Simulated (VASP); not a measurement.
# CsCaH3 (Pm-3m) in VASP: notebook

The runs below take CsCaH3 through single point, with LDA.

Everything below comes from runs of VASP 6.6.1. Logs are shortened: lines on timing, memory, paths and dates and some standing lists are left out, and cuts for length are marked.

### 1 The structure

Symmetry: Pm-3m, No. 221, cubic system. The conventional cell has a = 4.621 Å, b = 4.621 Å, c = 4.621 Å, α = 90.00°, β = 90.00°, γ = 90.00°. Cs (site symmetry m-3m) has 12 H at 3.27 Å as nearest neighbours. Ca (site symmetry m-3m) has 6 H at 2.31 Å as nearest neighbours. Around H (site symmetry 4/mmm) lie 2 Ca at 2.31 Å.

The cell comes from a database or a generator and needn't be the stable form of this composition.

### 2 Single point, LDA

File INCAR:

```
PREC = Accurate ; ENCUT = 520
EDIFF = 1E-6 ; ISMEAR = 0
SIGMA = 0.05 ; LREAL = F
LASPH = T ; NELM = 100
ALGO = Fast ; ISIF = 2
LWAVE = F ; LCHARG = F
GGA = CA ; NBANDS = 19
```

File KPOINTS:

```
Automatic mesh
0
Gamma
  6 6 6
```

File POSCAR:

```
CsCaH3
1.0
    4.6211860000      0.0000000000      0.0000000000
    0.0000000000      4.6211860000      0.0000000000
    0.0000000000      0.0000000000      4.6211860000
Cs Ca H
1 1 3
Direct
    0.0000000000      0.0000000000      0.0000000000
    0.5000000000      0.5000000000      0.5000000000
    0.5000000000      0.0000000000      0.5000000000
    0.0000000000      0.5000000000      0.5000000000
    0.5000000000      0.5000000000      0.0000000000
```

Potentials or basis: VASP PAW LDA potentials, release 64 (Cs_sv, Ca_sv, H).

Command:

```console
$ cat potpaw_LDA.64/Cs_sv/POTCAR potpaw_LDA.64/Ca_sv/POTCAR potpaw_LDA.64/H/POTCAR > POTCAR
$ mpirun -np 1 vasp_std > vasp.out
```

OUTCAR:

```text
PREC = Accurate
   ENCUT = 520
   EDIFF = 1E-6
   ISMEAR = 0
   LREAL = F
   LASPH = T
   NELM = 100
   ISIF = 2
   GGA = CA

 ion  position               nearest neighbor table
   1  0.000  0.000  0.000-
   2  0.500  0.500  0.500-
   3  0.500  0.000  0.500-
   4  0.000  0.500  0.500-
   5  0.500  0.500  0.000-

  LATTYP: Found a simple cubic cell.
 ALAT       =     4.6211860000

  Lattice vectors:

 A1 = (   4.6211860000,   0.0000000000,   0.0000000000)
 A2 = (   0.0000000000,   4.6211860000,   0.0000000000)
 A3 = (   0.0000000000,   0.0000000000,   4.6211860000)

Analysis of symmetry for initial positions (statically):
=====================================================================
 Subroutine PRICEL returns:
 Original cell was already a primitive cell.

 Routine SETGRP: Setting up the symmetry group for a
 simple cubic supercell.

 Subroutine GETGRP returns: Found 48 space group operations
 (whereof 48 operations were pure point group operations)
 out of a pool of 48 trial point group operations.

The static configuration has the point symmetry O_h .

Analysis of symmetry for dynamics (positions and initial velocities):
=====================================================================
 Subroutine PRICEL returns:
 Original cell was already a primitive cell.

 Routine SETGRP: Setting up the symmetry group for a
 simple cubic supercell.

 Subroutine GETGRP returns: Found 48 space group operations
 (whereof 48 operations were pure point group operations)
 out of a pool of 48 trial point group operations.

The dynamic configuration has the point symmetry O_h .

 Subroutine INISYM returns: Found 48 space group operations
 (whereof 48 operations are pure point group operations),
 and found     1 'primitive' translations

----------------------------------------------------------------------------------------

                                     Primitive cell

  volume of cell :      98.6871

  direct lattice vectors                    reciprocal lattice vectors
     4.621186000  0.000000000  0.000000000     0.216394666  0.000000000  0.000000000
     0.000000000  4.621186000  0.000000000     0.000000000  0.216394666  0.000000000
     0.000000000  0.000000000  4.621186000     0.000000000  0.000000000  0.216394666

  length of vectors
     4.621186000  4.621186000  4.621186000     0.216394666  0.216394666  0.216394666

  position of ions in fractional coordinates (direct lattice)
     0.000000000  0.000000000  0.000000000
     0.500000000  0.500000000  0.500000000
     0.500000000  0.000000000  0.500000000
     0.000000000  0.500000000  0.500000000
     0.500000000  0.500000000  0.000000000

  ion indices of the primitive-cell ions
   primitive index   ion index
                 1           1
                 2           2
                 3           3
                 4           4
                 5           5

----------------------------------------------------------------------------------------

 KPOINTS: Automatic mesh

Automatic generation of k-mesh.
 Grid dimensions read from file:
 generate k-points for:    6    6    6

 Generating k-lattice:

  Cartesian coordinates                     Fractional coordinates (reciprocal lattice)
     0.036065778  0.000000000  0.000000000     0.166666667  0.000000000  0.000000000
     0.000000000  0.036065778  0.000000000     0.000000000  0.166666667  0.000000000
     0.000000000  0.000000000  0.036065778     0.000000000  0.000000000  0.166666667

  Length of vectors
     0.036065778  0.036065778  0.036065778

  Shift w.r.t. Gamma in fractional coordinates (k-lattice)
     0.000000000  0.000000000  0.000000000

 Subroutine IBZKPT returns following result:
 ===========================================

 Found     20 irreducible k-points:

 Following reciprocal coordinates:
            Coordinates               Weight
  0.000000  0.000000  0.000000      1.000000
  0.166667  0.000000  0.000000      6.000000
  0.333333  0.000000  0.000000      6.000000
  0.500000  0.000000  0.000000      3.000000
  0.166667  0.166667  0.000000     12.000000
  0.333333  0.166667  0.000000     24.000000
[... 12 lines left out ...]
  0.500000  0.500000  0.333333      6.000000
  0.500000  0.500000  0.500000      1.000000
   k-points           NKPTS =     20   k-points in BZ     NKDIM =     20   number of bands    NBANDS=     19
   number of dos      NEDOS =    301   number of ions     NIONS =      5
   total plane-waves  NPLWV =  46656
   dimension x,y,z NGX =    36 NGY =   36 NGZ =   36
   dimension x,y,z NGXF=    72 NGYF=   72 NGZF=   72
   ions per type =               1   1   3
   NGX,Y,Z   is equivalent  to a cutoff of  12.95, 12.95, 12.95 a.u.
   NGXF,Y,Z  is equivalent  to a cutoff of  25.90, 25.90, 25.90 a.u.
 SYSTEM =  unknown system
   PREC   = accura    normal or accurate (medium, high low for compatibility)
   ISTART =      0    job   : 0-new  1-cont  2-samecut
   ICHARG =      2    charge: 1-file 2-atom 10-const
   ISPIN  =      1    spin polarized calculation?
   LNONCOLLINEAR =      F non collinear calculations
   LSORBIT =      F    spin-orbit coupling
   LASPH  =      T    aspherical Exc in radial PAW
   ENCUT  =  520.0 eV  38.22 Ry    6.18 a.u.   8.59  8.59  8.59*2*pi/ulx,y,z
   NELM   =    100;   NELMIN=  2; NELMDL= -5     # of ELM steps
   EDIFF  = 0.1E-05   stopping-criterion for ELM
   LREAL  =      F    real-space projection
   EDIFFG = 0.1E-04   stopping-criterion for IOM
   NSW    =      0    number of steps for IOM
   IBRION =     -1    ionic relax: 0-MD 1-quasi-New 2-CG
   NFREE  =      0    steps in history (QN), initial steepest desc. (CG)
   ISIF   =      2    stress and relaxation
   ISYM   =      2    0-nonsym 1-usesym 2-fastsym
   POTIM  = 0.5000    time-step for ionic-motion
   TEBEG  =    0.0;   TEEND  =   0.0 temperature during run
   PSTRESS=    0.0 pullay stress
   NELECT =      22.0000    total number of electrons
   NUPDOWN=      -1.0000    fix difference up-down
   EMIN   =  10.00;   EMAX   =-10.00  energy-range for DOS
   EFERMI =   0.00;   METHOD = LEGACY
   ISMEAR =     0;   SIGMA  =   0.05  broadening in eV -4-tet -1-fermi 0-gaus
   EFERMI_NEDOS =   21; number of points for ismear=-14 and -15
   IALGO  =     68    algorithm
   IMIX   =      4    mixing-type and parameters
     AMIX     =   0.40;   BMIX     =  1.00
     AMIX_MAG =   1.60;   BMIX_MAG =  1.00
  volume/ion in A,a.u.               =      19.74       133.19
  Fermi-wavevector in a.u.,A,eV,Ry     =   0.992649  1.875834 13.406522  0.985352
  Thomas-Fermi vector in A             =   2.124475
   LORBIT       =      0    0 simple, 1 ext, 2 COOP (PROOUT), +10 PAW based schemes
   GGA     = CA    functional components
   LHFCALC =     F    Hartree Fock is set to
   AEXX    =    0.0000 exact exchange contribution
   IVDW    =     0    specifies the selected vdW correction
   LEPSILON=     F    determine dielectric tensor
   LRPA    =     F    only Hartree local field effects (RPA)
 non-spin polarized calculation
 RMM-DIIS sequential band-by-band and
 Gauss-broadening in eV      SIGMA  =   0.05
  energy-cutoff  :      520.00
  volume of cell :       98.69
 maximum number of plane-waves:      2680
 NGX is ok and might be reduce to    36
   NGX = 17   NGY = 17   NGZ = 17

 number of electron      22.0000008 magnetization

 Free energy of the ion-electron system (eV)
  ---------------------------------------------------
  ext. energy  EPLUGINS =         0.00000000
  ---------------------------------------------------
  free energy    TOTEN  =       -15.88788992 eV

  energy without entropy =      -15.88788992  energy(sigma->0) =      -15.88788992

 E-fermi :  -0.2455     XC(G=0):  -8.3896

 val. band max:       -0.5225781295   @ k =   0.5000   0.5000   0.0000
 cond. band min:       2.2711477037   @ k =   0.5000   0.5000   0.0000
 fundamental gap:      2.7937258332
 Fermi energy:        -0.2454604427

 k-point     1 :       0.0000    0.0000    0.0000
  band No.  band energies     occupation
      1     -39.0756      2.00000
      2     -20.6665      2.00000
      3     -20.3827      2.00000
      4     -20.3827      2.00000
      5     -20.3827      2.00000
      6      -7.3919      2.00000
[... 11 lines left out ...]
     18       6.6233      0.00000
     19       6.6256      0.00000

 k-point     2 :       0.1667    0.0000    0.0000
  band No.  band energies     occupation
      1     -39.0755      2.00000
      2     -20.6683      2.00000
      3     -20.3824      2.00000
      4     -20.3824      2.00000
      5     -20.3813      2.00000
      6      -7.5460      2.00000
[... 11 lines left out ...]
     18       6.0120      0.00000
     19       6.2834      0.00000

 k-point     3 :       0.3333    0.0000    0.0000
  band No.  band energies     occupation
      1     -39.0751      2.00000
      2     -20.6725      2.00000
      3     -20.3817      2.00000
      4     -20.3817      2.00000
      5     -20.3777      2.00000
      6      -7.8185      2.00000
[... 11 lines left out ...]
     18       5.2220      0.00000
     19       6.7980      0.00000

 k-point     4 :       0.5000    0.0000    0.0000
  band No.  band energies     occupation
      1     -39.0749      2.00000
      2     -20.6749      2.00000
      3     -20.3813      2.00000
      4     -20.3813      2.00000
      5     -20.3755      2.00000
      6      -7.9413      2.00000
[... 319 lines left out ...]
     18       7.2786      0.00000
     19       7.8568      0.00000

 k-point    19 :       0.5000    0.5000    0.3333
  band No.  band energies     occupation
      1     -39.0736      2.00000
      2     -20.6075      2.00000
      3     -20.4060      2.00000
      4     -20.4060      2.00000
      5     -20.3992      2.00000
      6      -7.7152      2.00000
[... 11 lines left out ...]
     18       7.6903      0.00000
     19       8.0304      0.00000

 k-point    20 :       0.5000    0.5000    0.5000
  band No.  band energies     occupation
      1     -39.0734      2.00000
      2     -20.6024      2.00000
      3     -20.4055      2.00000
      4     -20.4055      2.00000
      5     -20.4055      2.00000
      6      -7.6932      2.00000
[... 11 lines left out ...]
     18       8.0978      0.00000
     19       8.0985      0.00000

------------------------ aborting loop because EDIFF is reached ----------------------------------------

  FORCE on cell =-STRESS in cart. coord.  units (eV):
  Direction    XX          YY          ZZ          XY          YZ          ZX
  --------------------------------------------------------------------------------------
  -------------------------------------------------------------------------------------
  Total       -1.4279762     -1.4279762     -1.4279762     -0.0000000      0.0000000     -0.0000000
  in kB      -23.1830840    -23.1830840    -23.1830840     -0.0000000      0.0000000     -0.0000000
  external PRESSURE =     -23.1830840 kB  Pullay stress =       0.0000000 kB

 VOLUME and BASIS-vectors are now :
 -----------------------------------------------------------------------------
  energy-cutoff  :      520.00
  volume of cell :       98.69
      direct lattice vectors                 reciprocal lattice vectors
     4.621186000  0.000000000  0.000000000     0.216394666  0.000000000  0.000000000
     0.000000000  4.621186000  0.000000000     0.000000000  0.216394666  0.000000000
     0.000000000  0.000000000  4.621186000     0.000000000  0.000000000  0.216394666

 POSITION                                       TOTAL-FORCE (eV/Angst)
 -----------------------------------------------------------------------------------
      0.00000      0.00000      0.00000         0.000000      0.000000      0.000000
      2.31059      2.31059      2.31059         0.000000      0.000000      0.000000
      2.31059      0.00000      2.31059         0.000000      0.000000      0.000000
      0.00000      2.31059      2.31059         0.000000      0.000000      0.000000
      2.31059      2.31059      0.00000         0.000000      0.000000      0.000000
 -----------------------------------------------------------------------------------
    total drift:                                0.000000      0.000000      0.000000

  FREE ENERGIE OF THE ION-ELECTRON SYSTEM (eV)
  ---------------------------------------------------
  free  energy   TOTEN  =       -15.8878899240 eV

  energy  without entropy=      -15.8878899240  energy(sigma->0) =      -15.88788992
```

It took 24 s on 1 thread of Intel Xeon Platinum 8488C (Sapphire Rapids), shared host; peak memory 0.19 GiB.

Results:

- Free energy: -15.8879 eV
- Pressure: -2.3 GPa
- Band gap on the k mesh: 2.79 eV, direct

Caveat: spin-orbit coupling is left out, which moves the levels of the heavy elements.

### 3 Single point, LDA

File INCAR:

```
SYSTEM = CsCaH3
ALGO = Fast
EDIFF = 1E-6
ENCUT = 520
ISIF = 2
ISMEAR = 0
LASPH = .True.
LCHARG = .False.
LREAL = .False.
LWAVE = .False.
NBANDS = 19
NELM = 100
PREC = Accurate
SIGMA = 0.05
```

File KPOINTS:

```
k-points
0
Gamma
  6 6 6
  0 0 0
```

POSCAR is that of step 2.

Potentials or basis: VASP PAW LDA potentials, release 64 (Cs_sv, Ca_sv, H).

Command:

```console
$ cat potpaw_LDA.64/Cs_sv/POTCAR potpaw_LDA.64/Ca_sv/POTCAR potpaw_LDA.64/H/POTCAR > POTCAR
$ mpirun -np 1 vasp_std > vasp.out
```

OUTCAR:

```text
SYSTEM = CsCaH3
   EDIFF = 1E-6
   ENCUT = 520
   ISIF = 2
   ISMEAR = 0
   LASPH = .True.
   LREAL = .False.
   NELM = 100
   PREC = Accurate

 ion  position               nearest neighbor table
   1  0.000  0.000  0.000-
   2  0.500  0.500  0.500-
   3  0.500  0.000  0.500-
   4  0.000  0.500  0.500-
   5  0.500  0.500  0.000-

  LATTYP: Found a simple cubic cell.
 ALAT       =     4.6211860000

  Lattice vectors:

 A1 = (   4.6211860000,   0.0000000000,   0.0000000000)
 A2 = (   0.0000000000,   4.6211860000,   0.0000000000)
 A3 = (   0.0000000000,   0.0000000000,   4.6211860000)

Analysis of symmetry for initial positions (statically):
=====================================================================
 Subroutine PRICEL returns:
 Original cell was already a primitive cell.

[... 169 lines left out ...]
  free energy    TOTEN  =       -15.88788992 eV

  energy without entropy =      -15.88788992  energy(sigma->0) =      -15.88788992

 E-fermi :  -0.2455     XC(G=0):  -8.3896

 val. band max:       -0.5225781295   @ k =   0.5000   0.5000   0.0000
 cond. band min:       2.2711477037   @ k =   0.5000   0.5000   0.0000
 fundamental gap:      2.7937258332
 Fermi energy:        -0.2454604427

 k-point     1 :       0.0000    0.0000    0.0000
  band No.  band energies     occupation
      1     -39.0756      2.00000
      2     -20.6665      2.00000
      3     -20.3827      2.00000
      4     -20.3827      2.00000
      5     -20.3827      2.00000
      6      -7.3919      2.00000
[... 417 lines left out ...]
      6      -7.6932      2.00000
[... 11 lines left out ...]
     18       8.0978      0.00000
     19       8.0985      0.00000

------------------------ aborting loop because EDIFF is reached ----------------------------------------

  FORCE on cell =-STRESS in cart. coord.  units (eV):
  Direction    XX          YY          ZZ          XY          YZ          ZX
  --------------------------------------------------------------------------------------
  -------------------------------------------------------------------------------------
  Total       -1.4279762     -1.4279762     -1.4279762     -0.0000000      0.0000000     -0.0000000
  in kB      -23.1830840    -23.1830840    -23.1830840     -0.0000000      0.0000000     -0.0000000
  external PRESSURE =     -23.1830840 kB  Pullay stress =       0.0000000 kB

 VOLUME and BASIS-vectors are now :
 -----------------------------------------------------------------------------
  energy-cutoff  :      520.00
  volume of cell :       98.69
      direct lattice vectors                 reciprocal lattice vectors
     4.621186000  0.000000000  0.000000000     0.216394666  0.000000000  0.000000000
     0.000000000  4.621186000  0.000000000     0.000000000  0.216394666  0.000000000
     0.000000000  0.000000000  4.621186000     0.000000000  0.000000000  0.216394666

 POSITION                                       TOTAL-FORCE (eV/Angst)
 -----------------------------------------------------------------------------------
      0.00000      0.00000      0.00000         0.000000      0.000000      0.000000
      2.31059      2.31059      2.31059         0.000000      0.000000      0.000000
      2.31059      0.00000      2.31059         0.000000      0.000000      0.000000
      0.00000      2.31059      2.31059         0.000000      0.000000      0.000000
      2.31059      2.31059      0.00000         0.000000      0.000000      0.000000
 -----------------------------------------------------------------------------------
    total drift:                                0.000000      0.000000      0.000000

  FREE ENERGIE OF THE ION-ELECTRON SYSTEM (eV)
  ---------------------------------------------------
  free  energy   TOTEN  =       -15.8878899240 eV

  energy  without entropy=      -15.8878899240  energy(sigma->0) =      -15.88788992
```

stdout:

```text
POSCAR found type information on POSCAR CsCaH
 POSCAR found :  3 types and       5 ions
 scaLAPACK will be used
 LDA part: xc-table for (Slater(with rela. corr.)+CA(PZ))
 , standard interpolation
 POSCAR, INCAR and KPOINTS ok, starting setup
 FFT: planning ... GRIDC
 FFT: planning ... GRID_SOFT
 FFT: planning ... GRID
 WAVECAR not read
 entering main loop
```

Wall time 24 s (1 thread of Intel Xeon Platinum 8488C (Sapphire Rapids), shared host); peak memory 0.19 GiB.

What came out:

```
Free energy            : -15.8879 eV
Pressure               : -2.3 GPa
Band gap on the k mesh : 2.79 eV, direct
```

Caveat: spin-orbit coupling is left out, which moves the levels of the heavy elements.
